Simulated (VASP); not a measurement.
Consider the following.

```xyz
4
Lattice="3.3686 0.0000 0.0000 -1.6843 2.9173 0.0000 0.0000 0.0000 5.5760" Properties=species:S:1:pos:R:3 pbc="T T T"
B      0.0000     1.9449     2.0891
B      1.6843     0.9724     4.8771
As     0.0000     1.9449     0.0019
As     1.6843     0.9724     2.7898
```

These are r2SCAN meta-GGA, VASP's PBE PAW potentials (set 64) (plane waves; VASP) values and carry that method's errors. Numerical set-up: 520 eV cut-off, 9×9×5 Γ-centred mesh, tetrahedra with Blöchl corrections, potentials B As.

The cores are frozen, which limits the accuracy of field gradients.

Q: Give the principal components of the electric field gradient (V/Å²) and the asymmetry η at each nucleus.

A: 
```json
[
 {"atom": "B1", "Vxx": "-0.7", "Vyy": "-0.7", "Vzz": "1.4", "η": "0.00"},
 {"atom": "B2", "Vxx": "-0.7", "Vyy": "-0.7", "Vzz": "1.4", "η": "0.00"},
 {"atom": "As3", "Vxx": "-6.3", "Vyy": "-6.3", "Vzz": "12.7", "η": "0.00"},
 {"atom": "As4", "Vxx": "-6.3", "Vyy": "-6.3", "Vzz": "12.7", "η": "0.00"}
]
```

The structure comes from a computed database's BAs entry (P6_3mc); how it stands against other phases isn't given here. It was relaxed first.
